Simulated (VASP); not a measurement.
Here is a VASP 6.6.1 calculation.

Contents of INCAR:

```
SYSTEM = ZnSnS3
ALGO     = Normal         ! electronic algorithm
EDIFF    = 1E-7           ! SCF threshold, eV
ENCUT    = 520            ! plane-wave cutoff, eV
GGA      = PE             ! functional
ISIF     = 2              ! what is computed and relaxed
ISMEAR   = -1             ! smearing method
LASPH    = .True.         ! aspherical terms in the spheres
LCHARG   = .True.         ! write CHGCAR
LELF     = .True.         ! ELF
LREAL    = .False.        ! projectors in reciprocal space
LVHAR    = .True.       
LWAVE    = .False.        ! write WAVECAR
NBANDS   = 55             ! bands
NELM     = 100            ! most SCF steps
PREC     = Accurate       ! precision mode
SIGMA    = 0.05           ! smearing width, eV
```

KPOINTS

```
k-points
0
Gamma
  5 5 5
  0 0 0
```

Contents of POSCAR:

```
ZnSnS3
1.0
    3.2172771000      1.8574958000      5.7671298100
   -3.2172771000      1.8574958000      5.7671298100
    0.0000000000     -3.7149916000      5.7671298100
Zn Sn S
2 2 6
Direct
    0.2069486600      0.2096652200      0.2096310300
    0.7105743000      0.7070169500      0.7096527900
    0.4948325300      0.4938352500      0.4891249900
    0.9939471300      0.9925863200      0.9966879500
    0.0795116100      0.4122314500      0.8126031700
    0.4111500500      0.8091395700      0.0909792800
    0.8070200100      0.0920014200      0.4068429800
    0.5912980100      0.3114459800      0.9038438600
    0.3128701700      0.9115639000      0.5840082000
    0.9130475300      0.5817139500      0.3178257400
```

Potentials or basis: VASP PAW PBE potentials, release 64 (Zn, Sn_d, S).

The run is started by

```bash
$ cat potpaw_PBE.64/Zn/POTCAR potpaw_PBE.64/Sn_d/POTCAR potpaw_PBE.64/S/POTCAR > POTCAR
$ mpirun -np 1 vasp_std > vasp.out
```

**Question.** Predict the pressure.

**Answer.** 0.2 GPa.

**Question.** Predict the largest force.

**Answer.** 0.570 eV/Å.

**Question.** Estimate the band gap on the k mesh.

**Answer.** 0.37 eV, direct.

Forces in eV/Å, atoms in the order of the input:
```
Zn   0.055  0.108 -0.061
Zn  -0.146  0.005 -0.169
Sn  -0.156 -0.339  0.351
Sn   0.068  0.108 -0.051
S    0.460  0.190  0.278
S   -0.210  0.172 -0.155
S    0.162 -0.052 -0.045
S   -0.025 -0.125 -0.125
S    0.066 -0.310  0.030
S   -0.274  0.244 -0.053
```

Caveat: spin-orbit coupling is left out, which moves the levels of the heavy elements.
